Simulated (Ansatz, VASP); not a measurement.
## KBr: VASP beside Ansatz

Aim: how closely do two programs agree when they are given the same cell, functional and k mesh? The cell is taken from a series of runs on this material, whose earlier steps may have relaxed, scaled, displaced or heated it; both programs get it as it stands.

Calculated with Ansatz 0.2.0; plane waves, with VASP 6.6.1 beside it; relaxation of cell and atoms at r2SCAN.

## (1) The structure

Symmetry: Fm-3m, No. 225, cubic system. The conventional cell has a = 6.600 Å, b = 6.600 Å, c = 6.600 Å, α = 90.00°, β = 90.00°, γ = 90.00°. K has 6 Br at 3.30 Å nearest. Nearest to Br lie 6 K at 3.30 Å. Farther neighbours and most contacts between anions are not listed.

## (2) VASP: relaxation of cell and atoms, r2SCAN

The relaxed volume is the usual yardstick between codes: in a stiff, nearly cubic crystal its relative difference is about their pressure difference at one cell divided by the bulk modulus.

Lines of VASP's logs that name or quote its potential files are left out, and so is its time.

Input file INCAR:

```
SYSTEM = KBr
PREC = Accurate
ENCUT = 550
EDIFF = 1E-07
NELM = 120
ISMEAR = 0
SIGMA = 0.02
LREAL = .FALSE.
ALGO = Normal
METAGGA = R2SCAN
LASPH = .TRUE.
NBANDS = 14
LORBIT = 11
LWAVE = .FALSE.
LCHARG = .FALSE.
ISIF = 3
IBRION = 2
NSW = 80
EDIFFG = -0.005
GGA_COMPAT = .FALSE.
NELMIN = 4
EFERMI = MIDGAP
LMIXTAU = .TRUE.
```

Input file POSCAR:

```
KBr
1.0
    0.0000000000      3.3000000000      3.3000000000
    3.3000000000      0.0000000000      3.3000000000
    3.3000000000      3.3000000000      0.0000000000
K Br
1 1
Direct
    0.0000000000      0.0000000000      0.0000000000
    0.5000000000      0.5000000000      0.5000000000
```

Input file KPOINTS:

```
Automatic mesh
0
Gamma
6 6 6
0 0 0
```

Potentials, in the order of the species: K_sv and Br (PBE family, release 64).

On the command line:

```
> mpirun -np 1 vasp_std
```

Numbers of over 12 decimals in the logs are rounded to 6 here.

Output:

```text
[banner, memory and clock lines left out]
running    1 mpi-ranks, on    1 nodes
 distrk:  each k-point on    1 cores,    1 groups
 distr:  one band on    1 cores,    1 groups

 POSCAR found type information on POSCAR K Br
 POSCAR found :  2 types and       2 ions
|                                                                             |
|               ----> ADVICE to this user running VASP <----                  |
|                                                                             |
|     You enforced a specific xc type in the INCAR file but a different       |
|     [... a line on the potential file left out ...]
|     I HOPE YOU KNOW WHAT YOU ARE DOING!                                     |
|                                                                             |

 LDA part: xc-table for (None), standard interpolation
 POSCAR, INCAR and KPOINTS ok, starting setup
 FFT: planning ... GRIDC
 FFT: planning ... GRID_SOFT
 FFT: planning ... GRID
 WAVECAR not read
 entering main loop
       N       E                     dE             d eps       ncg     rms          rms(c)
DAV:   1     0.810785129217E+02    0.81079E+02   -0.72572E+03   448   0.107E+03
DAV:   2    -0.206899007461E+02   -0.10177E+03   -0.95720E+02   578   0.254E+02
DAV:   3    -0.267478265753E+02   -0.60579E+01   -0.60290E+01   616   0.538E+01
DAV:   4    -0.270164163700E+02   -0.26859E+00   -0.26847E+00   688   0.970E+00
DAV:   5    -0.270186087844E+02   -0.21924E-02   -0.21923E-02   628   0.103E+00    0.295E+00
DAV:   6    -0.236383350786E+02    0.33803E+01   -0.13607E+00   726   0.105E+01    0.196E+00
DAV:   7    -0.230458816567E+02    0.59245E+00   -0.36102E-01   790   0.558E+00    0.609E-01
DAV:   8    -0.237775815704E+02   -0.73170E+00   -0.33831E-01   502   0.479E+00    0.574E-01
DAV:   9    -0.232047397956E+02    0.57284E+00   -0.18634E-01   470   0.420E+00    0.389E-01
DAV:  10    -0.232248402859E+02   -0.20100E-01   -0.32911E-02   496   0.202E+00    0.185E-01
DAV:  11    -0.232396991010E+02   -0.14859E-01   -0.38349E-02   448   0.202E+00    0.103E-01
DAV:  12    -0.232482517276E+02   -0.85526E-02   -0.42552E-03   472   0.665E-01    0.878E-02
DAV:  13    -0.232489843805E+02   -0.73265E-03   -0.58123E-04   550   0.252E-01    0.241E-02
DAV:  14    -0.232488637127E+02    0.12067E-03   -0.57869E-05   456   0.846E-02    0.140E-02
DAV:  15    -0.232488634246E+02    0.28804E-06   -0.17135E-06   728   0.811E-03    0.138E-02
DAV:  16    -0.232488542523E+02    0.91724E-05   -0.10675E-07   384   0.373E-03    0.145E-02
DAV:  17    -0.232489896375E+02   -0.13539E-03   -0.33077E-05   448   0.652E-02    0.566E-03
DAV:  18    -0.232490159100E+02   -0.26272E-04   -0.18801E-05   448   0.527E-02    0.544E-03
DAV:  19    -0.232490174327E+02   -0.15227E-05   -0.11624E-06   560   0.124E-02    0.499E-03
DAV:  20    -0.232490167575E+02    0.67522E-06   -0.27632E-07   514   0.585E-03    0.462E-03
DAV:  21    -0.232490168768E+02   -0.11925E-06   -0.70499E-08   344   0.284E-03    0.446E-03
DAV:  22    -0.232490167423E+02    0.13447E-06   -0.81415E-09   242   0.109E-03    0.447E-03
DAV:  23    -0.232490167690E+02   -0.26732E-07   -0.35205E-09   224   0.700E-04
   1 F= -.23249017E+02 E0= -.23249017E+02  d E =-.232490E+02
 curvature:   0.00 expect dE= 0.000E+00 dE for cont linesearch  0.000E+00
 trial: gam= 0.00000 g(F)=  0.101E-61 g(S)=  0.735E-04 ort = 0.000E+00 (trialstep = 0.100E+01)
 search vector abs. value=  0.735E-04
 bond charge predicted
       N       E                     dE             d eps       ncg     rms          rms(c)
DAV:   1    -0.232495057725E+02   -0.48903E-03   -0.11262E-02   466   0.985E-01    0.121E-01
DAV:   2    -0.232491653066E+02    0.34047E-03   -0.84611E-04   650   0.251E-01    0.588E-02
DAV:   3    -0.232490705257E+02    0.94781E-04   -0.39324E-04   754   0.156E-01    0.249E-02
DAV:   4    -0.232490729281E+02   -0.24024E-05   -0.11138E-05   454   0.325E-02    0.143E-02
DAV:   5    -0.232490415317E+02    0.31396E-04   -0.29419E-05   464   0.651E-02    0.238E-03
DAV:   6    -0.232490614016E+02   -0.19870E-04   -0.50678E-05   448   0.866E-02    0.245E-03
DAV:   7    -0.232490656648E+02   -0.42632E-05   -0.11647E-05   448   0.412E-02    0.103E-03
DAV:   8    -0.232490663020E+02   -0.63718E-06   -0.60636E-07   712   0.631E-03    0.107E-03
DAV:   9    -0.232490657791E+02    0.52294E-06   -0.19427E-08   332   0.171E-03    0.772E-04
DAV:  10    -0.232490660573E+02   -0.27819E-06   -0.59200E-09   224   0.823E-04    0.531E-04
DAV:  11    -0.232490658910E+02    0.16625E-06   -0.28136E-08   320   0.184E-03    0.953E-05
DAV:  12    -0.232490661517E+02   -0.26071E-06   -0.90395E-09   224   0.102E-03    0.152E-04
DAV:  13    -0.232490661268E+02    0.24941E-07   -0.18460E-09   224   0.359E-04
   2 F= -.23249066E+02 E0= -.23249066E+02  d E =-.493577E-04
 trial-energy change:   -0.000049  1 .order   -0.000052   -0.000074   -0.000031
 step:   1.7162(harm=  1.7162)  dis= 0.00000  next Energy=   -23.249080 (dE=-0.631E-04)
 bond charge predicted
       N       E                     dE             d eps       ncg     rms          rms(c)
DAV:   1    -0.232493000851E+02   -0.23393E-03   -0.57724E-03   466   0.705E-01    0.850E-02
DAV:   2    -0.232491301311E+02    0.16995E-03   -0.43320E-04   650   0.179E-01    0.416E-02
DAV:   3    -0.232490812806E+02    0.48851E-04   -0.19936E-04   776   0.110E-01    0.178E-02
DAV:   4    -0.232490828012E+02   -0.15206E-05   -0.56526E-06   454   0.236E-02    0.103E-02
DAV:   5    -0.232490607831E+02    0.22018E-04   -0.17863E-05   464   0.505E-02    0.210E-03
DAV:   6    -0.232490765056E+02   -0.15723E-04   -0.29613E-05   448   0.654E-02    0.174E-03
DAV:   7    -0.232490773406E+02   -0.83499E-06   -0.62345E-06   448   0.299E-02    0.758E-04
DAV:   8    -0.232490777723E+02   -0.43168E-06   -0.28564E-07   698   0.447E-03    0.739E-04
DAV:   9    -0.232490773733E+02    0.39891E-06   -0.10328E-08   326   0.125E-03    0.509E-04
DAV:  10    -0.232490776229E+02   -0.24953E-06   -0.41196E-09   224   0.709E-04    0.334E-04
DAV:  11    -0.232490774791E+02    0.14374E-06   -0.14830E-08   320   0.133E-03    0.651E-05
DAV:  12    -0.232490776657E+02   -0.18657E-06   -0.43850E-09   224   0.720E-04    0.105E-04
DAV:  13    -0.232490776541E+02    0.11630E-07   -0.88229E-10   224   0.252E-04
   3 F= -.23249078E+02 E0= -.23249078E+02  d E =-.608850E-04
 curvature:  -0.86 expect dE=-0.113E-06 dE for cont linesearch -0.113E-06
 trial: gam=-0.04051 g(F)=  0.487E-62 g(S)=  0.132E-06 ort = 0.311E-05 (trialstep = 0.114E+01)
 search vector abs. value=  0.335E-09
 reached required accuracy - stopping structural energy minimisation
```

Parts of OUTCAR (step 2):

```text
ion  position               nearest neighbor table
   1  0.000  0.000  0.000-   2 3.30   2 3.30   2 3.30   2 3.30   2 3.30   2 3.30
   2  0.500  0.500  0.500-   1 3.30   1 3.30   1 3.30   1 3.30   1 3.30   1 3.30

  LATTYP: Found a face centered cubic cell.
 ALAT       =     6.6000000000

 Subroutine GETGRP returns: Found 48 space group operations
 (whereof 48 operations were pure point group operations)

The static configuration has the point symmetry O_h .

 Found     16 irreducible k-points:

   k-points           NKPTS =     16   k-points in BZ     NKDIM =     16   number of bands    NBANDS=     14

   dimension x,y,z NGX =    36 NGY =   36 NGZ =   36
   dimension x,y,z NGXF=    72 NGYF=   72 NGZF=   72

   ENCUT  =  550.0 eV  40.42 Ry    6.36 a.u.   8.92  8.92  8.92*2*pi/ulx,y,z

   NELECT =      16.0000    total number of electrons

 k-points in reciprocal lattice and weights: Automatic mesh
   0.00000000  0.00000000  0.00000000       0.005
   0.16666667  0.00000000  0.00000000       0.037
   0.33333333  0.00000000  0.00000000       0.037
   0.50000000  0.00000000  0.00000000       0.019
   0.16666667  0.16666667  0.00000000       0.028
   0.33333333  0.16666667  0.00000000       0.111
   0.50000000  0.16666667  0.00000000       0.111
  -0.33333333  0.16666667  0.00000000       0.111
  -0.16666667  0.16666667  0.00000000       0.056
[...]
-0.33333333  0.33333333  0.16666667       0.111
  -0.33333333  0.50000000  0.16666667       0.056

 average (electrostatic) potential at core
       1 -40.4616       2 -69.6854

 E-fermi :   0.3698

 k-point     1 :       0.0000    0.0000    0.0000
  band No.  band energies     occupation
    ...
      4     -13.7612      2.00000
      5     -13.7612      2.00000
      6      -2.1643      2.00000
      7      -2.1643      2.00000
      8      -2.1643      2.00000
      9       2.9038      0.00000
     10       6.0713      0.00000
     11       6.0713      0.00000
     12       6.0713      0.00000
     13       7.0493      0.00000
    ...

 k-point     2 :       0.1667    0.0000    0.0000
  band No.  band energies     occupation
    ...
      4     -13.7624      2.00000
      5     -13.6943      2.00000
      6      -2.5153      2.00000
      7      -2.2502      2.00000
      8      -2.2502      2.00000
      9       3.5520      0.00000
     10       5.8887      0.00000
     11       6.4091      0.00000
     12       6.4091      0.00000
     13       7.4156      0.00000
    ...

 k-point     3 :       0.3333    0.0000    0.0000
  band No.  band energies     occupation
    ...
      4     -13.7647      2.00000
      5     -13.5722      2.00000
      6      -3.0815      2.00000
      7      -2.4125      2.00000
      8      -2.4125      2.00000
      9       4.6211      0.00000
     10       6.1464      0.00000
     11       7.3163      0.00000
     12       7.3163      0.00000
     13       8.3359      0.00000
    ...

  Total        0.0013482      0.0013482      0.0013482     -0.0000000     -0.0000000      0.0000000
  in kB        0.0299343      0.0299343      0.0299343     -0.0000000     -0.0000000      0.0000000
  external PRESSURE =       0.0299343 kB  Pullay stress =       0.0000000 kB

  energy-cutoff  :      550.00
  volume of cell :       72.16
      direct lattice vectors                 reciprocal lattice vectors
    -0.000000000  3.304354639  3.304354639    -0.151315478  0.151315478  0.151315478
     3.304354639  0.000000000  3.304354639     0.151315478 -0.151315478  0.151315478
     3.304354639  3.304354639  0.000000000     0.151315478  0.151315478 -0.151315478

 POSITION                                       TOTAL-FORCE (eV/Angst)
 -----------------------------------------------------------------------------------
      0.00000      0.00000      0.00000        -0.000000      0.000000     -0.000000
      3.30435      3.30435      3.30435         0.000000     -0.000000      0.000000
 -----------------------------------------------------------------------------------
    total drift:                                0.000000      0.000000      0.000000

  FREE ENERGIE OF THE ION-ELECTRON SYSTEM (eV)
  ---------------------------------------------------
  free  energy   TOTEN  =       -23.2490776541 eV

  energy  without entropy=      -23.2490776541  energy(sigma->0) =      -23.24907765

 reached required accuracy - stopping structural energy minimisation

 total charge
# of ion       s       p       d       tot
------------------------------------------
    1        1.958   5.680   0.022   7.660
    2        1.594   3.339   0.001   4.933
--------------------------------------------------
tot          3.552   9.019   0.022  12.593

[... 3 further parts left out ...]
```

CONTCAR:

```
KBr
   1.00000000000000
    -0.0000000000000000    3.3043546386209317    3.3043546386209317
     3.3043546386209317    0.0000000000000000    3.3043546386209317
     3.3043546386209317    3.3043546386209317    0.0000000000000000
  K               Br
     1     1
Direct
     0.0000000000000000    0.0000000000000000    0.0000000000000000
     0.5000000000000000    0.5000000000000000    0.5000000000000000
```

(Part 1 of 2 ends here.)

[Lines on the potential files, build, host, timing and source positions are cut from VASP's logs without a mark.]

[Logs are printed without paths, hosts, clocks, repeated set-up lines and the standing remarks that a program may print on its own settings, such as how far it seeks lower states.]

[Hosts, paths, dates, database ids (printed as entryN), source tags and the programs' standing remarks are cut or masked in the printed files.]
